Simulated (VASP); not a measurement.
Data:

```yaml
crystal:
  lattice:
    - [3.27350, 0.00000, 0.00000]
    - [0.00000, 3.27350, 0.00000]
    - [0.00000, 0.00000, 3.27350]
  atoms:
    - { symbol: Zn, position: [0.50000, 0.50000, 0.50000] }
    - { symbol: Au, position: [0.00000, 0.00000, 0.00000] }
```

Calculation: revPBE GGA, VASP's PBE PAW potentials (set 64) (plane waves; VASP). Settings: 520 eV cut-off, 11×11×11 Γ-centred mesh, first-order Methfessel-Paxton smearing of 0.10 eV, potentials Zn Au.

Question: Give the stress tensor in GPa (positive for a compressed cell).

Answer: 
```
-5.07   0.00   0.00
 0.00  -5.07   0.00
 0.00   0.00  -5.07
```
The pressure is its mean diagonal, -5.07 GPa.

The compound is AuZn in the CsCl type structure. This cell is one point of a volume scan, at 1.06 of the reference volume. The electron count is odd and the run is not spin-polarised, which forces a metal.
